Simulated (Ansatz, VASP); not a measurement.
# InSb in two plane-wave programs

Aim: how closely do two programs agree when they are given the same cell, functional and k mesh? The cell is taken from a series of runs on this material, whose earlier steps may have relaxed, scaled, displaced or heated it; both programs get it as it stands.

Method: plane waves, with VASP 6.6.1 beside it; zone-centre phonons at LDA, in Ansatz 0.2.0.

### Step 1. Starting point

Symmetry: F-43m, No. 216, cubic system. The conventional cell has a = 6.478 Å, b = 6.478 Å, c = 6.478 Å, α = 90.00°, β = 90.00°, γ = 90.00°. Nearest to In lie 4 Sb at 2.81 Å. Nearest to Sb lie 4 In at 2.81 Å. Farther neighbours are not listed.

### Step 2. VASP: zone-centre phonons, LDA

Second derivatives magnify differences that forces hide, and they need a tight electronic threshold.

Lines of VASP's logs that name or quote its potential files are left out, and so is its time.

INCAR

```
SYSTEM = InSb
PREC = Accurate
ENCUT = 500
EDIFF = 1E-08
NELM = 120
ISMEAR = 0
SIGMA = 0.1
LREAL = .FALSE.
ALGO = Normal
GGA = CA
NBANDS = 15
LORBIT = 11
LWAVE = .FALSE.
LCHARG = .FALSE.
ISIF = 2
IBRION = 8
LASPH = .TRUE.
GGA_COMPAT = .FALSE.
```

POSCAR

```
InSb
1.0
    0.0000000000      3.2391000000      3.2391000000
    3.2391000000      0.0000000000      3.2391000000
    3.2391000000      3.2391000000      0.0000000000
In Sb
1 1
Direct
    0.0000000000      0.0000000000      0.0000000000
    0.2500000000      0.2500000000      0.2500000000
```

KPOINTS

```
Automatic mesh
0
Gamma
6 6 6
0 0 0
```

Potentials, in the order of the species: In_d and Sb (LDA family, release 64).

Launch:

```console
$ mpirun -np 1 vasp_std
```

Numbers of over 12 decimals in the logs are rounded to 6 here.

Output:

```text
[banner, memory and clock lines left out]
running    1 mpi-ranks, on    1 nodes
 distrk:  each k-point on    1 cores,    1 groups
 distr:  one band on    1 cores,    1 groups

 POSCAR found type information on POSCAR InSb
 POSCAR found :  2 types and       2 ions
 LDA part: xc-table for (Slater(with rela. corr.)+CA(PZ))
 , standard interpolation
 POSCAR, INCAR and KPOINTS ok, starting setup
 FFT: planning ... GRIDC
 FFT: planning ... GRID_SOFT
 FFT: planning ... GRID
 WAVECAR not read
 entering main loop
       N       E                     dE             d eps       ncg     rms          rms(c)
DAV:   1     0.112562098353E+03    0.11256E+03   -0.79338E+03   480   0.116E+03
DAV:   2    -0.737145599559E+00   -0.11330E+03   -0.10963E+03   529   0.294E+02
DAV:   3    -0.812506139147E+01   -0.73879E+01   -0.73585E+01   599   0.784E+01
DAV:   4    -0.834383015509E+01   -0.21877E+00   -0.21863E+00   653   0.152E+01
DAV:   5    -0.835285472974E+01   -0.90246E-02   -0.90244E-02   672   0.246E+00    0.432E+00
DAV:   6    -0.822455910781E+01    0.12830E+00   -0.16166E-01   723   0.650E+00    0.243E+00
DAV:   7    -0.819345464603E+01    0.31104E-01   -0.70004E-02   660   0.255E+00    0.544E-01
DAV:   8    -0.819170640705E+01    0.17482E-02   -0.72362E-03   646   0.104E+00    0.297E-01
DAV:   9    -0.819179963290E+01   -0.93226E-04   -0.61988E-04   578   0.237E-01    0.764E-02
DAV:  10    -0.819179045967E+01    0.91732E-05   -0.36844E-05   622   0.449E-02    0.337E-02
DAV:  11    -0.819179464390E+01   -0.41842E-05   -0.96396E-06   592   0.416E-02    0.208E-02
DAV:  12    -0.819179446886E+01    0.17504E-06   -0.71221E-07   674   0.975E-03    0.526E-03
DAV:  13    -0.819179448058E+01   -0.11715E-07   -0.11869E-07   592   0.338E-03    0.255E-03
DAV:  14    -0.819179447554E+01    0.50368E-08   -0.11144E-08   486   0.117E-03
   1 F= -.81917945E+01 E0= -.81914374E+01  d E =-.714182E-03
 Linear response reoptimize wavefunctions to high precision
DAV:   1    -0.819179447576E+01   -0.21987E-09   -0.30240E-09   593   0.340E-04
DAV:   2    -0.819179447579E+01   -0.32287E-10   -0.62941E-11   366   0.704E-05
 Linear response DOF=           2
 Linear response progress:
  Degree of freedom:   1/  2
       N       E                     dE             d eps       ncg     rms          rms(c)
RMM:   1    -0.237118026635E+00   -0.23712E+00   -0.12128E-01  1866   0.470E+00
RMM:   2    -0.239301480167E+00   -0.21835E-02   -0.10762E-02  2316   0.948E-01    0.711E-02
RMM:   3    -0.239303842592E+00   -0.23624E-05   -0.11828E-03  2532   0.298E-01    0.350E-02
RMM:   4    -0.239157182471E+00    0.14666E-03    0.10785E-04  2614   0.926E-02    0.190E-02
RMM:   5    -0.239136886877E+00    0.20296E-04   -0.24618E-06  2693   0.363E-02    0.625E-03
RMM:   6    -0.239136564177E+00    0.32270E-06    0.44360E-05  2750   0.118E-02    0.204E-03
RMM:   7    -0.239147627692E+00   -0.11064E-04    0.21288E-05  2704   0.362E-03    0.677E-04
RMM:   8    -0.239147791629E+00   -0.16394E-06    0.56169E-06  2737   0.158E-03    0.356E-04
RMM:   9    -0.239146697926E+00    0.10937E-05    0.91571E-06  2792   0.654E-04    0.953E-05
RMM:  10    -0.239146615528E+00    0.82398E-07    0.64285E-06  2797   0.300E-04    0.327E-05
RMM:  11    -0.239146741122E+00   -0.12559E-06    0.49014E-06  2853   0.140E-04    0.100E-05
RMM:  12    -0.239147033300E+00   -0.29218E-06    0.23841E-06  2935   0.717E-05    0.175E-05
RMM:  13    -0.239147133073E+00   -0.99774E-07    0.15694E-06  2684   0.360E-05    0.217E-05
RMM:  14    -0.239147182215E+00   -0.49141E-07    0.10701E-06  2196   0.195E-05    0.154E-05
RMM:  15    -0.239147227943E+00   -0.45728E-07    0.65389E-07  2223   0.116E-05    0.115E-05
RMM:  16    -0.239147247373E+00   -0.19430E-07    0.44702E-07  1585   0.705E-06    0.930E-06
RMM:  17    -0.239147263528E+00   -0.16155E-07    0.28060E-07  1413   0.453E-06    0.861E-06
RMM:  18    -0.239147268097E+00   -0.45688E-08    0.17740E-07  1761   0.332E-06    0.608E-06
RMM:  19    -0.239147274111E+00   -0.60137E-08    0.11722E-07  1081   0.232E-06    0.565E-06
RMM:  20    -0.239147273859E+00    0.25189E-09    0.71149E-08  1457   0.208E-06    0.306E-06
 first order change of Fermi-energy  -0.54569E-04
 force on displaced ion       1 direction 1 :  -6.397  -0.000  -0.000
 Linear response progress:
  Degree of freedom:   2/  2
       N       E                     dE             d eps       ncg     rms          rms(c)
RMM:   1    -0.292190473393E-01   -0.29219E-01    0.27862E-02  2558   0.148E+00
RMM:   2    -0.275173757047E-01    0.17017E-02   -0.60867E-05  2280   0.532E-01    0.855E-02
RMM:   3    -0.278636857778E-01   -0.34631E-03   -0.93987E-04  2562   0.179E-01    0.386E-02
RMM:   4    -0.279231215430E-01   -0.59436E-04   -0.54833E-05  2606   0.622E-02    0.104E-02
RMM:   5    -0.279426852773E-01   -0.19564E-04   -0.15325E-06  2588   0.255E-02    0.460E-03
RMM:   6    -0.279379476236E-01    0.47377E-05   -0.81400E-07  2649   0.739E-03    0.172E-03
RMM:   7    -0.279348283606E-01    0.31193E-05   -0.73677E-07  2671   0.281E-03    0.643E-04
RMM:   8    -0.279349161188E-01   -0.87758E-07   -0.18584E-07  2683   0.960E-04    0.323E-04
RMM:   9    -0.279352123366E-01   -0.29622E-06   -0.30283E-08  2733   0.430E-04    0.635E-05
RMM:  10    -0.279351461665E-01    0.66170E-07    0.28425E-08  2701   0.164E-04    0.394E-05
RMM:  11    -0.279351845534E-01   -0.38387E-07    0.14431E-08  2915   0.703E-05    0.725E-06
RMM:  12    -0.279351904559E-01   -0.59025E-08   -0.39769E-09  2785   0.278E-05    0.299E-06
 first order change of Fermi-energy   0.42225E-03
 force on displaced ion       2 direction 1 :  -6.434  -0.000  -0.000
 Linear response finished
```

OUTCAR, selected parts (step 2):

```text
ion  position               nearest neighbor table
   1  0.000  0.000  0.000-   2 2.81   2 2.81   2 2.81   2 2.81
   2  0.250  0.250  0.250-   1 2.81   1 2.81   1 2.81   1 2.81

  LATTYP: Found a face centered cubic cell.
 ALAT       =     6.4782000000

 Subroutine GETGRP returns: Found 24 space group operations
 (whereof 24 operations were pure point group operations)

The static configuration has the point symmetry T_d .

 Found     16 irreducible k-points:

   k-points           NKPTS =     16   k-points in BZ     NKDIM =     16   number of bands    NBANDS=     15

   dimension x,y,z NGX =    36 NGY =   36 NGZ =   36
   dimension x,y,z NGXF=    72 NGYF=   72 NGZF=   72

   ENCUT  =  500.0 eV  36.75 Ry    6.06 a.u.   8.35  8.35  8.35*2*pi/ulx,y,z

   NELECT =      18.0000    total number of electrons

 k-points in reciprocal lattice and weights: Automatic mesh
   0.00000000  0.00000000  0.00000000       0.005
   0.16666667  0.00000000  0.00000000       0.037
   0.33333333  0.00000000  0.00000000       0.037
   0.50000000  0.00000000  0.00000000       0.019
   0.16666667  0.16666667  0.00000000       0.028
   0.33333333  0.16666667  0.00000000       0.111
   0.50000000  0.16666667  0.00000000       0.111
  -0.33333333  0.16666667  0.00000000       0.111
  -0.16666667  0.16666667  0.00000000       0.056
[...]
-0.33333333  0.33333333  0.16666667       0.111
  -0.33333333  0.50000000  0.16666667       0.056

 average (electrostatic) potential at core
       1 -95.8140       2 -88.2683

  Total       -0.1857991     -0.1857991     -0.1857991      0.0000000      0.0000000     -0.0000000
  in kB       -4.3797691     -4.3797691     -4.3797691      0.0000000      0.0000000     -0.0000000
  external PRESSURE =      -4.3797691 kB  Pullay stress =       0.0000000 kB

  energy-cutoff  :      500.00
  volume of cell :       67.97
      direct lattice vectors                 reciprocal lattice vectors
     0.000000000  3.239100000  3.239100000    -0.154363867  0.154363867  0.154363867
     3.239100000  0.000000000  3.239100000     0.154363867 -0.154363867  0.154363867
     3.239100000  3.239100000  0.000000000     0.154363867  0.154363867 -0.154363867

 POSITION                                       TOTAL-FORCE (eV/Angst)
 -----------------------------------------------------------------------------------
      0.00000      0.00000      0.00000        -0.000000     -0.000000     -0.000000
      1.61955      1.61955      1.61955         0.000000      0.000000      0.000000
 -----------------------------------------------------------------------------------
    total drift:                                0.000000      0.000000      0.000000

 Eigenvectors and eigenvalues of the dynamical matrix
 ----------------------------------------------------

   1 f  =    5.150919 THz    32.364179 2PiTHz  171.816163 cm-1    21.302480 meV
             X         Y         Z           dx          dy          dz
      0.000000  0.000000  0.000000     0.000000   -0.000000    0.716360
      1.619550  1.619550  1.619550     0.000000    0.000000   -0.697731

   2 f  =    5.150919 THz    32.364179 2PiTHz  171.816163 cm-1    21.302480 meV
             X         Y         Z           dx          dy          dz
      0.000000  0.000000  0.000000     0.000000   -0.716360   -0.000000
      1.619550  1.619550  1.619550     0.000000    0.697731    0.000000

   3 f  =    5.150919 THz    32.364179 2PiTHz  171.816163 cm-1    21.302480 meV
             X         Y         Z           dx          dy          dz
      0.000000  0.000000  0.000000    -0.716360    0.000000    0.000000
      1.619550  1.619550  1.619550     0.697731    0.000000    0.000000

   4 f/i=    0.007603 THz     0.047771 2PiTHz    0.253607 cm-1     0.031443 meV
             X         Y         Z           dx          dy          dz
      0.000000  0.000000  0.000000    -0.697731    0.000000    0.000000
      1.619550  1.619550  1.619550    -0.716360    0.000000    0.000000

   5 f/i=    0.007603 THz     0.047771 2PiTHz    0.253607 cm-1     0.031443 meV
             X         Y         Z           dx          dy          dz
      0.000000  0.000000  0.000000     0.000000   -0.372226    0.590150
      1.619550  1.619550  1.619550     0.000000   -0.382164    0.605906

   6 f/i=    0.007603 THz     0.047771 2PiTHz    0.253607 cm-1     0.031443 meV
             X         Y         Z           dx          dy          dz
      0.000000  0.000000  0.000000     0.000000    0.590150    0.372226
      1.619550  1.619550  1.619550     0.000000    0.605906    0.382164

 ELASTIC MODULI CONTR FROM IONIC RELAXATION (kBar)
 Direction    XX          YY          ZZ          XY          YZ          ZX
 --------------------------------------------------------------------------------
 XX          -0.0000      0.0000      0.0000     -0.0000      0.0000      0.0000
 YY           0.0000     -0.0000      0.0000     -0.0000     -0.0000     -0.0000
 ZZ           0.0000      0.0000     -0.0000      0.0000     -0.0000      0.0000
 XY          -0.0000     -0.0000      0.0000   -185.5383      0.0000     -0.0000
 YZ           0.0000     -0.0000     -0.0000      0.0000   -185.5383      0.0000
 ZX           0.0000     -0.0000      0.0000     -0.0000      0.0000   -185.5383
 --------------------------------------------------------------------------------
```

The k-mesh is coarse for a metal.

### Step 3. Ansatz: zone-centre phonons, LDA

Ansatz runs on its default PAW (the set named soft_2) files.

The same cell, functional (in two slightly different forms), mesh and smearing now go to Ansatz.

input.yaml

```yaml
crystal:
  lattice:
    - [0.0, 3.2391, 3.2391]
    - [3.2391, 0.0, 3.2391]
    - [3.2391, 3.2391, 0.0]
  atoms:
    - { symbol: In, position: [0.0, 0.0, 0.0] }
    - { symbol: Sb, position: [0.25, 0.25, 0.25] }
kpoints:
  mp_grid: { grid: [6, 6, 6] }
hamiltonian:
  xc: lda
scf:
  occupations: { method: gaussian, width: 0.1 }
output:
  eigenvalues: true
basis:
  ecutwfc: 260.0
phonons:
  method: dfpt
```

Launch:

```console
$ ansatz run input.yaml --threads 8 --pin off --max-ram 14336MiB --backend cpu --events-out ev --progress --plain --runs-dir out
```

Output:

```text
Warning: basis.ecutwfc = 260 eV is below the records' recommended 420 eV, and the density's cutoff is lower with it unless basis.ecutrho_ratio is high enough to keep the records' density cutoff: compare with a run at a higher cutoff
zone centre: on kpoints.mp_grid the ground state, and the responses unless they are solved on pairs of k-points, stand on 30 of the mesh's 216 k-points, reduced under 8 symmetry operations, with k and −k counted as one. Each operation leaves every solved displacement unchanged or reverses it
Engine: ansatz 0.2.0, aarch64-unknown-linux-gnu
Pseudopotentials: kind: paw
Pseudopotential: In, paw, valence charge 13, recommended cutoff 420 eV (normal), In.paw.azcp
Pseudopotential: Sb, paw, valence charge 15, recommended cutoff 420 eV (normal), Sb.paw.azcp
Functional definition: SPW92
  exchange = slater_x
  correlation = pw_c
Crystal: 2 atoms, lattice volume = 67.968 Å³
Basis set: ecut = 260 eV, 645 PW (Γ), exchange–correlation on 50×50×50 points (8 copies of the dense FFT grid, shifted against one another)
Bands: 18, of which v1, the nominal top of the filled ones, is band 14 counted from 1 (13 counted from 0)
Symmetry: 24 space group operations
k-points: 30 of 216 (irreducible under 8 space group operations, time reversal used)
Non-local potential: In, projectors of the file, l = 0: 2, l = 1: 2, l = 2: 2, l = 3: 2
Non-local potential: Sb, projectors of the file, l = 0: 2, l = 1: 2, l = 2: 2, l = 3: 2
PAW form: soft (Blöchl's): semilocal exchange-correlation on the pseudo side does not see the compensation charge
PAW frozen core: In, regenerated for the run's functional, and the local potential with it (the file was generated under x = pbe(κ = 0.804, μ = 0.219515), c = pbe(β = 0.066725))
PAW frozen core: Sb, regenerated for the run's functional, and the local potential with it (the file was generated under x = pbe(κ = 0.804, μ = 0.219515), c = pbe(β = 0.066725))
PAW one-centre angular grid: In, 590 points (default); XC on 64 Gauss nodes
PAW one-centre angular grid: Sb, 590 points (default); XC on 64 Gauss nodes
Initial density: superposition of atomic densities (neutral atoms: chi_scale 0, normalization atom), corrected by the library's trained network
Initial wavefunctions: pseudopotential atomic-orbital guess
Functional: x = slater, c = lda
SCF iter   1: F=—  HF=-11791.875718 eV  |F-HF|=—  |Δ(HF+E_count)|=         —  Δρ=1.82e-2  dr2=9.83e-2  ethr=1.77e-3  ⟨swp⟩=5.8  Hψ=2619  notcnv=0
preconditioner: auto → none  [insulator: Δε(μ)=0.331 eV  Ē_g=13.899 eV  σ=0.100 eV  W_gap=0.67  n_scr=14 (ndim 8)  ℏωp=19.1 eV  f_vac=0.113  D(μ)=0.14/eV (n_scr^D=0)  ε∞_Penn≈2.9]
SCF iter   2: F=—  HF=-11791.821238 eV  |F-HF|=—  |Δ(HF+E_count)|=   5.45e-2  Δρ=5.03e-3  dr2=5.66e-3  ethr=3.51e-4  ⟨swp⟩=2.0  Hψ=1319  notcnv=0
SCF iter   3: F=—  HF=-11791.819107 eV  |F-HF|=—  |Δ(HF+E_count)|=   2.13e-3  Δρ=1.70e-3  dr2=6.38e-4  ethr=2.02e-5  ⟨swp⟩=1.0  Hψ=541  notcnv=0
SCF iter   4: F=—  HF=-11791.818914 eV  |F-HF|=—  |Δ(HF+E_count)|=   1.93e-4  Δρ=9.92e-5  dr2=6.07e-6  ethr=2.28e-6  ⟨swp⟩=2.0  Hψ=802  notcnv=0
SCF iter   5: F=—  HF=-11791.818914 eV  |F-HF|=—  |Δ(HF+E_count)|=   3.98e-7  Δρ=4.02e-5  dr2=2.26e-6  ethr=2.17e-8  ⟨swp⟩=2.0  Hψ=811  notcnv=0
SCF iter   6: F=—  HF=-11791.818914 eV  |F-HF|=—  |Δ(HF+E_count)|=   1.66e-7  Δρ=7.11e-6  dr2=2.06e-8  ethr=8.08e-9  ⟨swp⟩=2.0  Hψ=811  notcnv=0
SCF iter   7: F=—  HF=-11791.818914 eV  |F-HF|=—  |Δ(HF+E_count)|=  5.31e-10  Δρ=1.33e-6  dr2=1.43e-9  ethr=7.36e-11  ⟨swp⟩=2.0  Hψ=961  notcnv=0
SCF iter   8: F=—  HF=-11791.818914 eV  |F-HF|=—  |Δ(HF+E_count)|=  7.11e-10  Δρ=1.56e-7  dr2=1.02e-11  ethr=5.10e-12  ⟨swp⟩=2.0  Hψ=961  notcnv=0
SCF iter   9: F=-11791.818914 eV  HF=-11791.818914 eV  |F-HF|=0.00e0  |Δ(HF+E_count)|=  3.64e-12  Δρ=2.62e-8  dr2=2.49e-13  ethr=1.00e-12  ⟨swp⟩=5.2  Hψ=2077  notcnv=0
SCF 1 converged in 9 iterations: F = -11791.818914 eV  dr2 = 2.49e-13
  greatest PAW one-centre occupation: 1.007 electrons in one spin orbital (limit 2), on the Sb atom at site 1 (counted from 0), in its partial waves of l = 2
DFPT response loops at Γ: preconditioner auto → Kerker (q_TF=auto, 2.353 Å⁻¹) (partly filled bands, converged f_vac=0.090); β = 1.00, the filter's whole step (`scf.mixing.beta` (0.50) is not read by the response loops under this deck's `scf.mixing.preconditioner`; to damp them name `kerker` or `kerker_dos`, under which they read `scf.mixing.beta`, and type it under 1.00, their step now; both keys bind the ground state too); Broyden in place of MSR1
SCF converged after 9 iterations
Free energy (F): -11791.818914 eV
Harris-Foulkes:  -11791.818914 eV  (|F-HF|=0.00e0)
Internal energy: -11791.818200 eV  (E = F + TS)
E sigma→0 (E₀):  -11791.818557 eV
Entropy (-TS):   -0.000714 eV (-0.357 meV/atom)
Fermi energy:    7.131156 eV
--- Per-component energies (eV) ---
  E_band       = -272.030953
  E_kinetic    = 462.835805
  E_local      = -3205.878724  (includes V_loc(G=0)·N_el)
  E_nonlocal   = 727.667673
  E_hartree    = 1371.335733
  E_xc         = -353.021674
  E_vxc        = -200.323329  (∫ρ·V_xc dr)
  E_paw        = -8440.348041  (= ΣΔE_a)
  E_vpaw       = -799.004095  (= ΣTr[D̂ρ^β])
  E_aug_tail   = 0.000251  (compensation charges beyond the density's cutoff)
  E_ewald      = -2355.252583
  E_core_change = 0.843360  (= ΣΔE_core)
  E_smearing   = -0.000714  (= −TS)
  E_closure    = -0.000000  (closes the sum)
  Σ components = -11791.818914   (vs F -11791.818914, Δ=0.00e0)
--- Band table (eV; the first three rows and the last of 30) ---
  k-point 0: bands = [... 10 lower, -3.7410, 6.6245, 7.1007, 7.1007, 7.1007, 10.0305, 10.0305, 10.0305]
  k-point 1: bands = [... 10 lower, -3.4924, 4.5187, 6.7651, 6.7651, 7.9259, 10.4890, 10.4890, 10.7271]
  k-point 2: bands = [... 10 lower, -2.8516, 2.3905, 6.2818, 6.2818, 7.6307, 10.8890, 10.8890, 12.7728]
  k-point 29: bands = [... 10 lower, -1.7557, 1.1655, 4.3519, 4.4509, 9.6905, 9.7409, 12.7166, 12.9602]
--- Phonons (Γ-DFPT): 2 representative perturbations + reference, on 30 of 216 k-points (Σ response iterations 6) ---
  k mesh reduced under 8 symmetry operations, with k and −k counted as one. Each operation leaves every solved displacement unchanged or reverses it
  ASR residual: 3.622e-5 → 0.000e0 eV/Å²; symmetrization residual: 7.000e-5 eV/Å²
  ASR residual per site (eV/Å²): 3.62e-5 1.14e-5
  Γ frequencies (cm⁻¹): 0.00 0.00 0.00 167.58 167.58 167.58
  non-analytic LO–TO correction: not included (Born effective charges unavailable; polar crystals: no LO–TO splitting at Γ)
```

### Step 4. Side by side

Known differences besides the potentials themselves: the two LDA forms differ slightly; the data sets hold 28 valence electrons in Ansatz (on its default PAW (the set named soft_2) files) and 18 in VASP; the cutoff is 260 eV in Ansatz and 500 eV in VASP; VASP's log shows a relativistic correction to its local exchange, Ansatz's none; Ansatz's log warns that its cutoff lies below the recommended one. Total energies have different zeros and are not compared.

The two programs side by side:

```
                  quantity  Ansatz   VASP  difference
optical mode 1 to 3 (cm⁻¹)   167.6  171.8     -2.47 %
```

Modes are paired by rising frequency, not by their patterns, so a pair may set unlike modes beside each other; they are those without the splitting of longitudinal modes.

### Step 5. Results

```
r.m.s. difference of the optical zone-centre modes, each program's sorted by frequency (zone-centre phonons, LDA) : 4.2 cm⁻¹
difference in optical mode 1 to 3 (zone-centre phonons, LDA)                                                      : -2.5 %
```

In words: The r.m.s. difference of the optical zone-centre modes, each program's sorted by frequency is 4.2 cm⁻¹ (zone-centre phonons, LDA). The data sets hold unlike numbers of valence electrons (28 in Ansatz and 18 in VASP), so part of the differences comes from the potentials. Among the rows given in per cent, the largest difference of the zone-centre phonons, LDA pair is in optical mode 1 to 3, -2.5 %. Such differences can come from data sets, numerical settings and the points named under the comparisons, not from the functional's error against experiment.

[Lines on the potential files, build, host, timing and source positions are cut from VASP's logs without a mark.]

[Logs are printed without paths, hosts, clocks, repeated set-up lines and the standing remarks that a program may print on its own settings, such as how far it seeks lower states.]

[Hosts, paths, dates, database ids (printed as entryN), source tags and the programs' standing remarks are cut or masked in the printed files.]
